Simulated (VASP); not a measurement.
# NbTe (P-6m2) in VASP: further runs

Aim: see how the results for NbTe move with the level of theory and the settings. Levels: HSE(alpha, omega). Tasks: single point.

Everything below comes from runs of VASP 6.6.1. Logs are shortened: lines on timing, memory, paths and dates and some standing lists are left out, and cuts for length are marked.

### Step 1. The crystal as given

Symmetry: P-6m2, No. 187, hexagonal system. The conventional cell has a = 3.703 Å, b = 3.703 Å, c = 3.694 Å, α = 90.00°, β = 90.00°, γ = 120.00°. Around Te (site symmetry -6m2) lie 6 Nb at 2.83 Å. Around Nb (site symmetry -6m2) lie 6 Te at 2.83 Å.

The cell comes from a database or a generator and needn't be the stable form of this composition.

### Step 2. Single point, HSE(alpha, omega)

Contents of POSCAR:

```
NbTe
1.0
    3.7029743866      0.0000000000      0.0000000000
   -1.8514871933      3.2068698884      0.0000000000
    0.0000000000      0.0000000000      3.6942110000
Te Nb
1 1
Direct
    0.6666666667      0.3333333333      0.0000000000
    0.0000000000      0.0000000000      0.5000000000
```

Contents of INCAR.step1:

```
  PREC = Accurate
  ENCUT = 520
  EDIFF = 1E-5
  ISMEAR = -1
  SIGMA = 0.05
  LREAL = False
  LASPH = True
  NELM = 80
  ALGO = Normal
  ISIF = 2
  LWAVE = True
  NBANDS = 16
  GGA = PE
```

Contents of INCAR.step2:

```
  PREC = Accurate
  ENCUT = 520
  EDIFF = 1E-6
  ISMEAR = -1
  SIGMA = 0.05
  LREAL = False
  LASPH = True
  NELM = 80
  ALGO = Normal
  ISIF = 2
  LWAVE = False
  LCHARG = False
  GGA = PE
  LHFCALC = True
  HFSCREEN = 0.1
  AEXX = 0.25
  PRECFOCK = Fast
  NBANDS = 16
  ISTART = 1
```

Contents of KPOINTS:

```
Automatic mesh
0
Gamma
  4 4 4
```

Potentials or basis: VASP PAW PBE potentials, release 64 (Te, Nb_sv).

Launch:

```sh
$ cat potpaw_PBE.64/Te/POTCAR potpaw_PBE.64/Nb_sv/POTCAR > POTCAR
$ cp INCAR.step1 INCAR
$ mpirun -np 1 vasp_std > vasp.out
$ cp INCAR.step2 INCAR
$ mpirun -np 1 vasp_std > vasp.out
```

OUTCAR:

```text
PREC = Accurate
   ENCUT = 520
   EDIFF = 1E-6
   ISMEAR = -1
   LREAL = False
   LASPH = True
   NELM = 80
   ISIF = 2
   GGA = PE
   LHFCALC = True
   HFSCREEN = 0.1
   AEXX = 0.25
   PRECFOCK = Fast
   ISTART = 1

 ion  position               nearest neighbor table
   1  0.667  0.333  0.000-   2 2.83   2 2.83   2 2.83   2 2.83   2 2.83   2 2.83
   2  0.000  0.000  0.500-   1 2.83   1 2.83   1 2.83   1 2.83   1 2.83   1 2.83

  LATTYP: Found a hexagonal cell.
 ALAT       =     3.7029743866
 C/A-ratio  =     0.9976334196

  Lattice vectors:

 A1 = (   3.7029743866,   0.0000000000,   0.0000000000)
 A2 = (  -1.8514871933,   3.2068698884,   0.0000000000)
 A3 = (   0.0000000000,   0.0000000000,   3.6942110000)

Analysis of symmetry for initial positions (statically):
=====================================================================
 Subroutine PRICEL returns:
 Original cell was already a primitive cell.

 Routine SETGRP: Setting up the symmetry group for a
 hexagonal supercell.

 Subroutine GETGRP returns: Found 12 space group operations
 (whereof 12 operations were pure point group operations)
 out of a pool of 24 trial point group operations.

The static configuration has the point symmetry D_3h.

Analysis of symmetry for dynamics (positions and initial velocities):
=====================================================================
 Subroutine PRICEL returns:
 Original cell was already a primitive cell.

 Routine SETGRP: Setting up the symmetry group for a
 hexagonal supercell.

 Subroutine GETGRP returns: Found 12 space group operations
 (whereof 12 operations were pure point group operations)
 out of a pool of 24 trial point group operations.

The dynamic configuration has the point symmetry D_3h.

 Subroutine INISYM returns: Found 12 space group operations
 (whereof 12 operations are pure point group operations),
 and found     1 'primitive' translations

----------------------------------------------------------------------------------------

                                     Primitive cell

  volume of cell :      43.8686

  direct lattice vectors                    reciprocal lattice vectors
     3.702974387  0.000000000  0.000000000     0.270053178  0.155915275  0.000000000
    -1.851487193  3.206869888  0.000000000     0.000000000  0.311830550  0.000000000
     0.000000000  0.000000000  3.694211000     0.000000000  0.000000000  0.270693796

  length of vectors
     3.702974387  3.702974387  3.694211000     0.311830550  0.311830550  0.270693796

  position of ions in fractional coordinates (direct lattice)
     0.666666667  0.333333333  0.000000000
     0.000000000  0.000000000  0.500000000

  ion indices of the primitive-cell ions
   primitive index   ion index
                 1           1
                 2           2

----------------------------------------------------------------------------------------

 KPOINTS: Automatic mesh

Automatic generation of k-mesh.
 Grid dimensions read from file:
 generate k-points for:    4    4    4

 Generating k-lattice:

  Cartesian coordinates                     Fractional coordinates (reciprocal lattice)
     0.067513294  0.038978819  0.000000000     0.250000000  0.000000000  0.000000000
     0.000000000  0.077957637  0.000000000     0.000000000  0.250000000  0.000000000
     0.000000000  0.000000000  0.067673449     0.000000000  0.000000000  0.250000000

  Length of vectors
     0.077957637  0.077957637  0.067673449

  Shift w.r.t. Gamma in fractional coordinates (k-lattice)
     0.000000000  0.000000000  0.000000000

 Subroutine IBZKPT returns following result:
 ===========================================

 Found     12 irreducible k-points:

 Following reciprocal coordinates:
            Coordinates               Weight
  0.000000  0.000000  0.000000      1.000000
  0.250000 -0.000000  0.000000      6.000000
  0.500000 -0.000000  0.000000      3.000000
  0.250000  0.250000  0.000000      6.000000
  0.000000  0.000000  0.250000      2.000000
  0.250000 -0.000000  0.250000     12.000000
  0.500000 -0.000000  0.250000      6.000000
  0.250000  0.250000  0.250000     12.000000
  0.000000  0.000000  0.500000      1.000000
  0.250000 -0.000000  0.500000      6.000000
  0.500000 -0.000000  0.500000      3.000000
  0.250000  0.250000  0.500000      6.000000
   k-points           NKPTS =     12   k-points in BZ     NKDIM =     64   number of bands    NBANDS=     16
   number of dos      NEDOS =    301   number of ions     NIONS =      2
   total plane-waves  NPLWV =  21952
   dimension x,y,z NGX =    28 NGY =   28 NGZ =   28
   dimension x,y,z NGXF=    56 NGYF=   56 NGZF=   56
   ions per type =               1   1
   NGX,Y,Z   is equivalent  to a cutoff of  12.57, 12.57, 12.60 a.u.
   NGXF,Y,Z  is equivalent  to a cutoff of  25.14, 25.14, 25.20 a.u.
 SYSTEM =  unknown system
   PREC   = accura    normal or accurate (medium, high low for compatibility)
   ISTART =      1    job   : 0-new  1-cont  2-samecut
   ICHARG =      0    charge: 1-file 2-atom 10-const
   ISPIN  =      1    spin polarized calculation?
   LNONCOLLINEAR =      F non collinear calculations
   LSORBIT =      F    spin-orbit coupling
   LASPH  =      T    aspherical Exc in radial PAW
   ENCUT  =  520.0 eV  38.22 Ry    6.18 a.u.   6.89  6.89  6.87*2*pi/ulx,y,z
   NELM   =     80;   NELMIN=  2; NELMDL=  0     # of ELM steps
   EDIFF  = 0.1E-05   stopping-criterion for ELM
   LREAL  =      F    real-space projection
   EDIFFG = 0.1E-04   stopping-criterion for IOM
   NSW    =      0    number of steps for IOM
   IBRION =     -1    ionic relax: 0-MD 1-quasi-New 2-CG
   NFREE  =      0    steps in history (QN), initial steepest desc. (CG)
   ISIF   =      2    stress and relaxation
   ISYM   =      3    0-nonsym 1-usesym 2-fastsym
   POTIM  = 0.5000    time-step for ionic-motion
   TEBEG  =    0.0;   TEEND  =   0.0 temperature during run
   PSTRESS=    0.0 pullay stress
   NELECT =      19.0000    total number of electrons
   NUPDOWN=      -1.0000    fix difference up-down
   EMIN   =  10.00;   EMAX   =-10.00  energy-range for DOS
   EFERMI =   0.00;   METHOD = LEGACY
   ISMEAR =    -1;   SIGMA  =   0.05  broadening in eV -4-tet -1-fermi 0-gaus
   EFERMI_NEDOS =   21; number of points for ismear=-14 and -15
   IALGO  =     38    algorithm
   IMIX   =      1    mixing-type and parameters
     AMIX     =   0.40;   BMIX     =  1.00
     AMIX_MAG =   1.60;   BMIX_MAG =  1.00
  volume/ion in A,a.u.               =      21.93       148.02
  Fermi-wavevector in a.u.,A,eV,Ry     =   1.238630  2.340671 20.874103  1.534203
  Thomas-Fermi vector in A             =   2.373147
   LORBIT       =      0    0 simple, 1 ext, 2 COOP (PROOUT), +10 PAW based schemes
   GGA     = PE    functional components
   LHFCALC =     T    Hartree Fock is set to
   PRECFOCK=fast      Normal, Fast or Accurate (Low or Medium for compatibility)
   ENCUT4O =  -1.0   cutoff for four orbital integrals eV
   NKREDX  =     1    reduce k-point grid by
   NKREDY  =     1    reduce k-point grid by
   NKREDZ  =     1    reduce k-point grid by
   AEXX    =    0.2500 exact exchange contribution
   HFSCREEN=    0.1000 screening length (either q_TF or 0.3 A-1)
   HFSCREENC=   0.1000 screening length for correlation (either q_TF or 0.3 A-1)
   ENCUTFOCK=  -1.0 apply spherical cutoff to Coloumb kernel
   IVDW    =     0    specifies the selected vdW correction
   LEPSILON=     F    determine dielectric tensor
   LRPA    =     F    only Hartree local field effects (RPA)
 non-spin polarized calculation
  energy-cutoff  :      520.00
  volume of cell :       43.87
 maximum number of plane-waves:      1200
 NGX is ok and might be reduce to    28
  NGX = 16; NGY = 16; NGZ = 16

 number of electron      18.9999998 magnetization

 Free energy of the ion-electron system (eV)
  ---------------------------------------------------
  ext. energy  EPLUGINS =         0.00000000
  ---------------------------------------------------
  free energy    TOTEN  =       -17.11393885 eV

  energy without entropy =      -17.11276214  energy(sigma->0) =      -17.11335049

 E-fermi :  10.9585     XC(G=0):  -9.1033

 val. band max:       10.7347524752   @ k =   0.5000  -0.0000   0.0000
 cond. band min:      11.1843567200   @ k =   0.2500  -0.0000   0.0000
 fundamental gap:      0.4496042448
 Fermi energy:        10.9584661340

 k-point     1 :       0.0000    0.0000    0.0000
  band No.  band energies     occupation
      1     -48.8603      2.00000
      2     -23.6978      2.00000
      3     -23.4131      2.00000
      4     -23.4131      2.00000
      5      -5.0763      2.00000
      6       7.0305      2.00000
[... 8 lines left out ...]
     15      17.6761      0.00000
     16      18.7722      0.00000

 k-point     2 :       0.2500   -0.0000    0.0000
  band No.  band energies     occupation
      1     -48.8547      2.00000
      2     -23.6821      2.00000
      3     -23.5007      2.00000
      4     -23.4360      2.00000
      5      -4.2909      2.00000
      6       4.6303      2.00000
[... 8 lines left out ...]
     15      18.6487      0.00000
     16      20.2555      0.00000

 k-point     3 :       0.5000   -0.0000    0.0000
  band No.  band energies     occupation
      1     -48.8490      2.00000
      2     -23.6683      2.00000
      3     -23.5868      2.00000
      4     -23.4594      2.00000
      5      -3.1941      2.00000
      6       2.5417      2.00000
[... 8 lines left out ...]
     15      17.4468      0.00000
     16      20.6777      0.00000

 k-point     4 :       0.2500    0.2500    0.0000
  band No.  band energies     occupation
      1     -48.8491      2.00000
      2     -23.6681      2.00000
      3     -23.5556      2.00000
      4     -23.4900      2.00000
      5      -3.2398      2.00000
      6       3.3024      2.00000
[... 8 lines left out ...]
     15      20.0953      0.00000
     16      20.1623      0.00000
[... 96 lines left out ...]
 k-point    10 :       0.2500   -0.0000    0.5000
  band No.  band energies     occupation
      1     -48.8484      2.00000
      2     -23.8179      2.00000
      3     -23.4851      2.00000
      4     -23.4223      2.00000
      5      -3.2252      2.00000
      6       3.0735      2.00000
[... 8 lines left out ...]
     15      17.7500      0.00000
     16      20.3570      0.00000

 k-point    11 :       0.5000   -0.0000    0.5000
  band No.  band energies     occupation
      1     -48.8424      2.00000
      2     -23.7986      2.00000
      3     -23.5702      2.00000
      4     -23.4435      2.00000
      5      -2.7957      2.00000
      6       3.9608      2.00000
[... 8 lines left out ...]
     15      16.3167      0.00000
     16      17.7436      0.00000

 k-point    12 :       0.2500    0.2500    0.5000
  band No.  band energies     occupation
      1     -48.8424      2.00000
      2     -23.7989      2.00000
      3     -23.5393      2.00000
      4     -23.4740      2.00000
      5      -2.7866      2.00000
      6       3.9926      2.00000
[... 8 lines left out ...]
     15      16.5887      0.00000
     16      18.4625      0.00000

------------------------ aborting loop because EDIFF is reached ----------------------------------------

  FORCE on cell =-STRESS in cart. coord.  units (eV):
  Direction    XX          YY          ZZ          XY          YZ          ZX
  --------------------------------------------------------------------------------------
  -------------------------------------------------------------------------------------
  Total       -1.3268876     -1.3268876     -2.4813690     -0.0000000      0.0000000      0.0000000
  in kB      -48.4608422    -48.4608422    -90.6250353     -0.0000000      0.0000000      0.0000000
  external PRESSURE =     -62.5155732 kB  Pullay stress =       0.0000000 kB

 VOLUME and BASIS-vectors are now :
 -----------------------------------------------------------------------------
  energy-cutoff  :      520.00
  volume of cell :       43.87
      direct lattice vectors                 reciprocal lattice vectors
     3.702974387  0.000000000  0.000000000     0.270053178  0.155915275  0.000000000
    -1.851487193  3.206869888  0.000000000     0.000000000  0.311830550  0.000000000
     0.000000000  0.000000000  3.694211000     0.000000000  0.000000000  0.270693796

 POSITION                                       TOTAL-FORCE (eV/Angst)
 -----------------------------------------------------------------------------------
      1.85149      1.06896      0.00000         0.000000      0.000000      0.000000
      0.00000      0.00000      1.84711        -0.000000     -0.000000      0.000000
 -----------------------------------------------------------------------------------
    total drift:                               -0.000001      0.000002     -0.000002

  FREE ENERGIE OF THE ION-ELECTRON SYSTEM (eV)
  ---------------------------------------------------
  free  energy   TOTEN  =       -17.1139388498 eV

  energy  without entropy=      -17.1127621375  energy(sigma->0) =      -17.11335049
```

Wall time 2.7 min (1 thread of Intel Xeon 6975P-C (Granite Rapids), shared host); peak memory 0.26 GiB.

Results:

```yaml
Free_energy: -17.1139 eV
Pressure: -6.3 GPa
Band_gap_on_the_k_mesh: none (metal or under the smearing width)
```

Caveat: the k mesh is coarse (spacing up to 0.49 Å⁻¹), so the values aren't converged, least of all with exact exchange; the PAW data sets were made with another functional, which shifts forces and pressure a little.

### Step 3. Single point, HSE(alpha, omega)

POSCAR is that of step 2.

INCAR.step1 is that of step 2.

Changes to INCAR.step2 since step 2:

```diff
@@ -14,3 +14,3 @@
   LHFCALC = True
-  HFSCREEN = 0.1
+  HFSCREEN = 0.15
   AEXX = 0.25
```

KPOINTS is that of step 2.

Potentials or basis: VASP PAW PBE potentials, release 64 (Te, Nb_sv).

Launch:

```sh
$ cat potpaw_PBE.64/Te/POTCAR potpaw_PBE.64/Nb_sv/POTCAR > POTCAR
$ cp INCAR.step1 INCAR
$ mpirun -np 1 vasp_std > vasp.out
$ cp INCAR.step2 INCAR
$ mpirun -np 1 vasp_std > vasp.out
```

OUTCAR:

```text
PREC = Accurate
   ENCUT = 520
   EDIFF = 1E-6
   ISMEAR = -1
   LREAL = False
   LASPH = True
   NELM = 80
   ISIF = 2
   GGA = PE
   LHFCALC = True
   HFSCREEN = 0.15
   AEXX = 0.25
   PRECFOCK = Fast
   ISTART = 1

 ion  position               nearest neighbor table
   1  0.667  0.333  0.000-   2 2.83   2 2.83   2 2.83   2 2.83   2 2.83   2 2.83
   2  0.000  0.000  0.500-   1 2.83   1 2.83   1 2.83   1 2.83   1 2.83   1 2.83

  LATTYP: Found a hexagonal cell.
 ALAT       =     3.7029743866
 C/A-ratio  =     0.9976334196

  Lattice vectors:

 A1 = (   3.7029743866,   0.0000000000,   0.0000000000)
 A2 = (  -1.8514871933,   3.2068698884,   0.0000000000)
 A3 = (   0.0000000000,   0.0000000000,   3.6942110000)

Analysis of symmetry for initial positions (statically):
=====================================================================
 Subroutine PRICEL returns:
 Original cell was already a primitive cell.

 Routine SETGRP: Setting up the symmetry group for a
 hexagonal supercell.
[... 159 lines left out ...]
  free energy    TOTEN  =       -16.68731254 eV

  energy without entropy =      -16.68329959  energy(sigma->0) =      -16.68530606

 E-fermi :  10.9641     XC(G=0):  -9.1938

 val. band max:       10.8102309551   @ k =   0.5000  -0.0000   0.0000
 cond. band min:      11.1115018209   @ k =   0.2500  -0.0000   0.0000
 fundamental gap:      0.3012708658
 Fermi energy:        10.9641344076

 k-point     1 :       0.0000    0.0000    0.0000
  band No.  band energies     occupation
      1     -48.7507      2.00000
      2     -23.5866      2.00000
      3     -23.3061      2.00000
      4     -23.3061      2.00000
      5      -4.9677      2.00000
      6       7.1334      2.00000
[... 205 lines left out ...]
      3     -23.4322      2.00000
      4     -23.3671      2.00000
      5      -2.6806      2.00000
      6       4.0974      2.00000
[... 8 lines left out ...]
     15      16.4989      0.00000
     16      18.3766      0.00000

------------------------ aborting loop because EDIFF is reached ----------------------------------------

  FORCE on cell =-STRESS in cart. coord.  units (eV):
  Direction    XX          YY          ZZ          XY          YZ          ZX
  --------------------------------------------------------------------------------------
  -------------------------------------------------------------------------------------
  Total       -1.2641141     -1.2641141     -2.3841934      0.0000000      0.0000000      0.0000000
  in kB      -46.1682166    -46.1682166    -87.0759706      0.0000000      0.0000000      0.0000000
  external PRESSURE =     -59.8041346 kB  Pullay stress =       0.0000000 kB

 VOLUME and BASIS-vectors are now :
 -----------------------------------------------------------------------------
  energy-cutoff  :      520.00
  volume of cell :       43.87
      direct lattice vectors                 reciprocal lattice vectors
     3.702974387  0.000000000  0.000000000     0.270053178  0.155915275  0.000000000
    -1.851487193  3.206869888  0.000000000     0.000000000  0.311830550  0.000000000
     0.000000000  0.000000000  3.694211000     0.000000000  0.000000000  0.270693796

 POSITION                                       TOTAL-FORCE (eV/Angst)
 -----------------------------------------------------------------------------------
      1.85149      1.06896      0.00000         0.000000     -0.000000      0.000000
      0.00000      0.00000      1.84711        -0.000000      0.000000      0.000000
 -----------------------------------------------------------------------------------
    total drift:                               -0.000002      0.000001     -0.000001

  FREE ENERGIE OF THE ION-ELECTRON SYSTEM (eV)
  ---------------------------------------------------
  free  energy   TOTEN  =       -16.6873125398 eV

  energy  without entropy=      -16.6832995852  energy(sigma->0) =      -16.68530606
```

OSZICAR.step1:

```text
N       E                     dE             d eps       ncg     rms          rms(c)
DAV:   1     0.142462790390E+03    0.14246E+03   -0.98851E+03   384   0.110E+03
DAV:   2    -0.413508699998E+01   -0.14660E+03   -0.14266E+03   504   0.361E+02
DAV:   3    -0.138451796464E+02   -0.97101E+01   -0.96243E+01   704   0.687E+01
DAV:   4    -0.140400616042E+02   -0.19488E+00   -0.19474E+00   456   0.977E+00
DAV:   5    -0.140470434897E+02   -0.69819E-02   -0.69793E-02   648   0.187E+00    0.699E+00
DAV:   6    -0.136545513756E+02    0.39249E+00   -0.12749E+00   576   0.964E+00    0.298E+00
DAV:   7    -0.136346506965E+02    0.19901E-01   -0.67779E-02   496   0.190E+00    0.159E+00
DAV:   8    -0.136289670395E+02    0.56837E-02   -0.19120E-02   520   0.957E-01    0.226E-01
DAV:   9    -0.136290373197E+02   -0.70280E-04   -0.19471E-03   528   0.333E-01    0.128E-01
DAV:  10    -0.136290994604E+02   -0.62141E-04   -0.24701E-04   544   0.157E-01    0.280E-02
DAV:  11    -0.136290972643E+02    0.21961E-05   -0.14465E-05   368   0.410E-02
   1 F= -.13629097E+02 E0= -.13621631E+02  d E =-.149325E-01
```

Run time: 2.9 min. Hardware: 1 thread of Intel Xeon 6975P-C (Granite Rapids), shared host; peak memory 0.25 GiB.

What came out:

```
Free energy            : -16.6873 eV
Pressure               : -6.0 GPa
Band gap on the k mesh : none (metal or under the smearing width)
```

Caveat: the k mesh is coarse (spacing up to 0.49 Å⁻¹), so the values aren't converged, least of all with exact exchange; the PAW data sets were made with another functional, which shifts forces and pressure a little.

(Part 1 of 2 ends here.)
